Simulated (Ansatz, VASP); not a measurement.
## WF in VASP and in Ansatz

```xyz
2
Lattice="1.3659 0.7886 5.0696 -1.3659 0.7886 5.0696 0.0000 -1.5772 5.0696" Properties=species:S:1:pos:R:3 pbc="T T T"
W     0.0000    0.0000   12.3818
F     0.0000    0.0000   14.2525
```

The cell was built by a generator and needn't be a form met in nature.

Alike in both runs: task single point; functional PBE; k mesh 11 × 11 × 11; occupations fermi-dirac, width 0.05 eV; no spin polarisation.

|  | VASP | Ansatz |
| --- | --- | --- |
| version | VASP 6.6.1 | Ansatz 0.2.0 |
| potentials or method | VASP PAW PBE potentials, release 64 (W_sv, F) | Ansatz PAW |
| plane-wave cutoff (eV) | 520 | 420 |
| valence electrons in the cell | 21 | 21 |

```csv
,VASP,Ansatz,Ansatz less VASP
gap on the k mesh at the Fermi level (eV),none,none,-
pressure (GPa),1.7,0.5,-1.16
largest component of the traceless stress (GPa),1.31,0.82,-0.489
rms of the force components (eV/Å),0.232,0.002,-0.2301
```

Atom by atom the forces differ by 0.230 eV/Å (rms over components). A gap of «none» marks a metal or a gap that the smearing closes.

Caveats: an odd number of electrons without spin polarisation forces a metal; a magnetic or distorted state may lie lower; the pressure holds a Pulay correction of +0.4 GPa for the finite cutoff (Ansatz). The runs have no spin-orbit coupling, so splittings on W are missing.
